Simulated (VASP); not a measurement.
# RuBr2: single point with PBEsol+U

The system is RuBr2.

```xyz
3
Lattice="0.0000 3.1637 3.1637 3.1637 0.0000 3.1637 3.1637 3.1637 0.0000" Properties=species:S:1:pos:R:3 pbc="T T T"
Ru    0.0000    0.0000    0.0000
Br    1.5819    1.5819    1.5819
Br    4.7456    4.7456    4.7456
```

The cell comes from a database or a generator and needn't be the stable form of this composition.

```json
{
  "Program": "VASP 6.6.1",
  "Task": "single point",
  "Functional": "PBEsol",
  "Potentials or basis": "VASP PAW PBE potentials, release 64 (Ru_pv, Br)",
  "Cutoff": "520 eV",
  "k mesh": "5 × 5 × 5",
  "Occupations": "gaussian, width 0.05 eV",
  "Spin": "collinear spin, random start",
  "Starting moments": "[0.1, 0.0, 0.0] μB",
  "Hubbard terms": "Ru d U = 2 eV",
  "Further INCAR settings": "ALGO = Fast; EDIFF = 1e-06; NBANDS = 25"
}
```

```
Pressure                                              : -3.1 GPa
Band gap on the k mesh                                : none (metal or under the smearing width)
Net moment                                            : 0.13 μB per cell
Site moments                                          : Ru +0.12; Br +0.00 μB
Valence electrons inside the program's atomic spheres : Ru 12.38; Br 4.79
```

Levels at points of the mesh, in eV from the Fermi level:
Spin up:
```
           k point  band 11  band 12  band 13  band 14  band 15  band 16  band 17  band 18
(0.00, 0.00, 0.00)    -2.55    -2.06    -2.06     1.02     1.02     1.02     2.50     4.10
```
Spin down:
```csv
k point,band 10,band 11,band 12,band 13,band 14,band 15,band 16,band 17
"(0.00, 0.00, 0.00)",-2.55,-2.55,-2.01,-2.01,1.17,1.17,1.17,2.53
```

Eigenvalues of the final occupation matrices:
```tsv
site	spin	trace	eigenvalues
site 1 d	1	3.12	0.50 0.50 0.50 0.80 0.80
site 1 d	2	3.00	0.47 0.47 0.47 0.80 0.80
```

Wall time 47 s on 1 thread of Intel(R) Xeon(R) Platinum 8259CL CPU @ 2.50GHz (Skylake/Cascade Lake), with other jobs on the host, peak memory 0.24 GiB.

Caveat: the PAW data sets were made with another functional, which shifts forces and pressure a little. The state reached can hang on the start; a lower one may exist.
